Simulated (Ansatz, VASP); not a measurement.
# H18C17N3OF3 (liquid mixture of pyridine and trifluoroethanol at 300 K): VASP beside Ansatz, part 2 of 2

One calculation is typed for both programs; each brings its own data sets. How far apart do they land? The cell is taken from a series of runs on this material, whose earlier steps may have relaxed, scaled, displaced or heated it; both programs get it as it stands.

VASP 6.6.1 and Ansatz 0.2.0.

So far: Starting point; Ansatz: single point, PBEsol.

### 3. VASP: single point, PBEsol

Level of this step: PBEsol, spin-polarised from a ferromagnetic start; plane waves and PAW (C, N, H, F, O) (VASP).

The same cell, functional, mesh and smearing now go to VASP, with its own data sets.

Lines of VASP's logs that name or quote its potential files are left out, and so is its time.

The input, INCAR:

```
SYSTEM = H18C17N3OF3
PREC = Accurate
ENCUT = 600
EDIFF = 1E-06
NELM = 200
ISMEAR = -1
SIGMA = 0.01
LREAL = Auto
ALGO = Normal
GGA = PS
NELECT = 641
NBANDS = 467
ISPIN = 2
MAGMOM = 0 -0 0 0 0 0 0 0 0 0 0.01 0 0 0 -0 0 -0 0 -0 0 0 0 -0 0 -0 0.01 0 0 0.01 -0 0 0 0 0 0 0 0 -0 0 -0 0.02 -0 0.01 0 0 0.01 0 0 0.01 -0 0 -0 0 0 0 0.01 -0 0 -0 0 0 0 0 0 0 0 0 0 0 -0 0 0 0 0 0 0 0 0 0 0 -0 0 0 0 0 0.01 0 0.02 0 0.01 0.02 0 0.01 0.03 0.02 0 0.01 0 0 0 -0 -0 -0 -0 -0 0 0 -0 -0 -0 -0 -0 -0 -0 -0 -0 -0 -0 0 0 -0 -0 -0 -0 -0 -0 -0 -0 -0 -0 0 0 -0 0 0 -0 -0 0 -0 -0 -0 -0 -0 -0 -0 -0 -0 -0 -0 -0 -0 0 -0 -0 -0 -0 -0 -0 -0 -0 0 0 -0 0 0 -0 -0 -0 -0 0 -0 -0 -0 0 -0 0 0 -0 0 0 -0 0 -0 -0 0 0 -0 0 0 -0 0 0 0 0 0 -0 0 0 -0 0 0 0 0 0 0 -0 0 -0 0 -0
LORBIT = 11
LWAVE = .FALSE.
LCHARG = .FALSE.
ISIF = 2
LASPH = .TRUE.
GGA_COMPAT = .FALSE.
```

The input, POSCAR:

```
H18C17N3OF3
1.0
   13.7731500000      0.0000000000      0.0000000000
    0.0000000000     13.7731500000      0.0000000000
    0.0000000000      0.0000000000     13.7731500000
C N H F O
85 15 90 15 5
Direct
    0.5004500000      0.1331200000      0.3694500000
    0.5983000000      0.1406900000      0.3943000000
    0.6274300000      0.2189300000      0.4510300000
    0.4719700000      0.2790000000      0.4596500000
    0.4361500000      0.2037600000      0.4027700000
    0.7355600000      0.9490000000      0.5670400000
    0.7840500000      0.8954300000      0.6377700000
    0.7573000000      0.7986400000      0.6511300000
    0.6413700000      0.8073500000      0.5325900000
    0.6626200000      0.9042300000      0.5134600000
    0.8841400000      0.3049600000      0.5759900000
    0.8724900000      0.3543600000      0.4881200000
    0.9468000000      0.3518200000      0.4198200000
    0.0414100000      0.2561900000      0.5197000000
    0.9707400000      0.2546200000      0.5914400000
    0.4428400000      0.7842800000      0.8598000000
    0.4761700000      0.7898200000      0.7645700000
    0.4191100000      0.8381300000      0.6965100000
    0.3031500000      0.8748500000      0.8096700000
    0.3546000000      0.8279200000      0.8828400000
    0.1199300000      0.1331200000      0.8128200000
    0.0272600000      0.1399300000      0.8529400000
    0.9535700000      0.0821700000      0.8147700000
    0.0556600000      0.0152000000      0.7023200000
    0.1342300000      0.0692400000      0.7356700000
    0.0226100000      0.3885100000      0.9836900000
    0.0626200000      0.3423400000      0.0649300000
    0.0235200000      0.3614000000      0.1559300000
    0.9105000000      0.4654400000      0.0926200000
    0.9444600000      0.4512200000      0.9987000000
[... 174 atom lines left out ...]
    0.8170900000      0.0334900000      0.1516200000
    0.1970800000      0.2976000000      0.3397600000
    0.6454300000      0.4417200000      0.5720000000
    0.4871700000      0.7539700000      0.0932600000
    0.4085700000      0.4774700000      0.9522900000
    0.8054100000      0.0236500000      0.3560300000
```

The input, KPOINTS:

```
Automatic mesh
0
Gamma
1 1 1
0 0 0
```

Potentials, in the order of the species: C, N, H, F and O (PBE family, release 64).

Launch:

```console
$ export OMP_NUM_THREADS=3
$ mpirun -np 1 vasp_gam
```

Numbers of over 12 decimals in the logs are rounded to 6 here.

What it wrote:

```text
[banner, memory and clock lines left out]
running    1 mpi-ranks, on    1 nodes
[...]
Offloading initialized ...    1 GPUs detected
[...]
|                                                                             |
|               ----> ADVICE to this user running VASP <----                  |
|                                                                             |
|     You enforced a specific xc type in the INCAR file but a different       |
|     [... a line on the potential file left out ...]
|     I HOPE YOU KNOW WHAT YOU ARE DOING!                                     |
|                                                                             |

 LDA part: xc-table for (Slater+PW92), standard interpolation
 POSCAR, INCAR and KPOINTS ok, starting setup
[...]
entering main loop
       N       E                     dE             d eps       ncg     rms          rms(c)
DAV:   1     0.515784755991E+04    0.51578E+04   -0.36230E+05  1916   0.142E+03
DAV:   2    -0.835760829283E+03   -0.59936E+04   -0.56715E+04  2298   0.318E+02
DAV:   3    -0.143967928130E+04   -0.60392E+03   -0.59716E+03  2296   0.103E+02
DAV:   4    -0.145495864230E+04   -0.15279E+02   -0.15209E+02  2288   0.183E+01
DAV:   5    -0.145541167644E+04   -0.45303E+00   -0.45259E+00  2320   0.290E+00BRMIX: very serious problems
 the old and the new charge density differ
 old charge density:   640.00000 new  641.00000
    0.596E+01
DAV:   6    -0.136455180443E+04    0.90860E+02   -0.13826E+02  2160   0.157E+01    0.317E+01
DAV:   7    -0.134657530932E+04    0.17976E+02   -0.57718E+01  2280   0.106E+01    0.133E+01
DAV:   8    -0.134542868395E+04    0.11466E+01   -0.70616E+00  2336   0.412E+00    0.575E+00
DAV:   9    -0.134535496706E+04    0.73717E-01   -0.17177E+00  2304   0.199E+00    0.282E+00
[...]
DAV:  22    -0.134550241490E+04   -0.10319E-05   -0.15756E-05  2208   0.758E-03    0.526E-03
DAV:  23    -0.134550241626E+04   -0.13638E-05   -0.43463E-06  2000   0.395E-03    0.361E-03
DAV:  24    -0.134550241672E+04   -0.45431E-06   -0.17396E-06  1544   0.232E-03
   1 F= -.13455024E+04 E0= -.13455004E+04  d E =-.407683E-02  mag=    -0.9969
```

From OUTCAR (step 3):

```text
 magnetization (x)
# of ion       s       p       d       tot
------------------------------------------
    1       -0.000  -0.009   0.000  -0.009
    2        0.000   0.001   0.000   0.001
    3       -0.000  -0.004   0.000  -0.004
    4       -0.000  -0.001   0.000  -0.001
    5        0.000  -0.001   0.000  -0.001
    6       -0.000  -0.000   0.000  -0.000
[...]
208        0.000   0.000   0.000   0.000
  209       -0.000  -0.000   0.000  -0.000
  210        0.000   0.000   0.000   0.000
--------------------------------------------------
tot         -0.001  -0.484   0.000  -0.485
```

The run ends at a pressure of 0.45 GPa, with forces up to 0.44 eV/Å.

### 4. Side by side

Known differences besides the potentials themselves: VASP starts from the moments at which Ansatz ended; the cutoff is 420 eV in Ansatz and 600 eV in VASP (PREC = Accurate, projectors in real space); Ansatz makes its cores anew for this functional, VASP keeps those of its PBE data sets. Total energies have different zeros and are not compared.

Both answers:

```csv
quantity,Ansatz,VASP,difference
total moment (μB),-1.00,-1.00,0.00
```

Forces on 8 of the 210 atoms, those with the largest forces and the largest differences (eV/Å; atoms numbered as in POSCAR):

```csv
atom,"Ansatz x, y, z","VASP x, y, z"
C76,"0.007, 0.003, 0.006","0.024, -0.323, -0.289"
C78,"-0.003, -0.008, 0.010","0.382, -0.117, -0.178"
C80,"0.003, -0.006, 0.009","-0.197, -0.150, -0.352"
C84,"-0.016, 0.003, 0.002","0.105, -0.122, 0.406"
F191,"-0.001, 0.001, -0.001","0.239, 0.345, -0.116"
F192,"-0.007, 0.005, -0.003","-0.406, 0.145, 0.061"
F198,"-0.014, 0.006, -0.002","0.374, -0.189, 0.077"
F204,"0.001, 0.006, -0.003","0.308, 0.224, -0.212"
```

The forces differ by 84 meV/Å r.m.s., where the r.m.s. force is 0.008 eV/Å in Ansatz and 0.081 eV/Å in VASP: the atoms lie near their places of rest in Ansatz, so a percentage would say little (all taken over all components). Without spin-orbit coupling the overall direction of the spins is arbitrary; the signs of Ansatz's moments are turned here to match VASP's. The cell carries a charge of -1 e against a uniform background, so its pressure also hangs on how the neutralising background is counted, and in a defect's cell a gap may be the spacing between its levels.

### 5. What came out

```yaml
r_m_s_force_difference_single_point_pbesol: 84 meV/Å
```

**Reading.** The r.m.s. force difference is 84 meV/Å (single point, PBEsol), beyond the 12 meV/Å picked in this series as the mark of a large difference. What causes the difference of the single point, PBEsol pair stays open here. Such differences can come from data sets, numerical settings and the points named under the comparisons, not from the functional's error against experiment.

[Lines on the potential files, build, host, timing and source positions are cut from VASP's logs without a mark.]

[Logs are printed without paths, hosts, clocks, repeated set-up lines and the standing remarks that a program may print on its own settings, such as how far it seeks lower states.]

[Hosts, paths, dates, database ids (printed as entryN), source tags and the programs' standing remarks are cut or masked in the printed files.]
